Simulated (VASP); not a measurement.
Here is a VASP 6.6.1 calculation.

INCAR

```
SYSTEM = PtSe2
ALGO = Fast
EDIFF = 1E-7
EDIFFG = -0.01
ENCUT = 520
GGA = PE
IBRION = 2
ISIF = 2
ISMEAR = 0
IVDW = 12
KPAR = 2
LASPH = .True.
LCHARG = .False.
LREAL = .False.
LWAVE = .False.
NELM = 80
NSW = 60
PREC = Accurate
SIGMA = 0.05
```

File KPOINTS:

```
k-points
0
Gamma
  10 10 8
  0 0 0
```

File POSCAR:

```
PtSe2
1.0
    3.7240000000      0.0000000000      0.0000000000
   -1.8620000000      3.2250786000      0.0000000000
    0.0000000000      0.0000000000      4.8089000000
Pt Se
1 2
Direct
    0.0000000000      0.0000000000      0.0000000000
    0.3333333300      0.6666666700      0.2631578900
    0.6666666700      0.3333333300      0.7368421100
```

Potentials or basis: VASP PAW PBE potentials, release 64 (Pt, Se).

The run is started by

```console
$ cat potpaw_PBE.64/Pt/POTCAR potpaw_PBE.64/Se/POTCAR > POTCAR
$ mpirun -np 2 vasp_std > vasp.out
```

Q: Estimate the energy gained by relaxing.

A: 5.0 meV/atom.

Q: What does it give for the dispersion energy per atom?

A: -0.504 eV.

Q: Estimate the band gap on the k mesh.

A: None (metal or under the smearing width).

The path:
```csv
step,energy change (eV),largest force (eV/Å),pressure (GPa)
1,0.0000,0.4443,4.88
2,-0.0130,0.1654,3.51
3,-0.0151,0.0079,2.71
```

Caveat: pairwise dispersion overbinds metals, which lowers pressure and volume. The run has no spin-orbit coupling, so splittings on Pt are missing.
